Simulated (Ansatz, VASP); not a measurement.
Si4W2Cl: VASP beside Ansatz

```xyz
7
Lattice="3.2293 0.0000 0.0000 0.0000 3.2293 0.0000 0.0000 0.0000 21.9373" Properties=species:S:1:pos:R:3 pbc="T T T"
Si    0.0000    0.0000    4.0000
Si    0.0000    0.0000    6.6029
Si    1.6146    1.6146    7.8757
Si    1.6146    1.6146   10.4373
W     1.6146    1.6146    5.3015
W     0.0000    0.0000    9.1662
Cl    2.8256    2.8256   12.1293
```

Alike in both runs: functional PBE; k mesh 8 × 8 × 1; occupations gaussian, width 0.1 eV; no spin polarisation.

Ansatz relaxed the structure, and its values are those at the end. VASP's run is a single point on that final structure, the one shown.

```csv
,VASP,Ansatz
version,VASP 6.6.1,Ansatz 0.2.0
potentials or method,"VASP PAW PBE potentials, release 64 (Si, W_sv, Cl)","scalar-relativistic, plane waves, PAW"
plane-wave cutoff (eV),520,420
valence electrons in the cell,51,51
```

|  | VASP | Ansatz | Ansatz less VASP |
| --- | --- | --- | --- |
| gap on the k mesh at the Fermi level (eV) | none | none | - |
| rms of the force components (eV/Å) | 0.228 | 0.228 | -0.0001 |

A gap of «none» marks a metal or a gap that the smearing closes. The functional is the same, so the differences come from potentials, cutoffs and numerics.

Caveats: an odd number of electrons without spin polarisation forces a metal; a magnetic or distorted state may lie lower. The runs have no spin-orbit coupling, so splittings on W are missing.
